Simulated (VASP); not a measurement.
Data:

```
Br
1.0
    0.00000     2.28217     2.28217
    2.28217     0.00000     2.28217
    2.28217     2.28217     0.00000
Br
1
Direct
  0.00000   0.00000   0.00000
```

All values below come from PBEsol GGA, VASP's PBE PAW potentials (set 64) (plane waves; VASP). Run with 400 eV cut-off, Gaussian smearing of 0.050 eV, potentials Br.

Problem. Give the energies of bands 2 to 4 at the high-symmetry points, in eV from the Fermi level.

Solution. 
| band | Γ | X | U | L | W |
|---|---|---|---|---|---|
| 2 | 1.09 | -4.74 | -4.04 | -5.33 | -3.39 |
| 3 | 1.09 | -1.26 | -3.15 | 0.32 | -3.39 |
| 4 | 1.09 | -1.26 | -0.79 | 0.32 | -1.94 |

It has no gap at this level: it comes out as a metal or semimetal.

The structure was generated: Br was put into the fcc type (Fm-3m), which need not be its known phase. It was relaxed first, which changed the volume by -10 %.
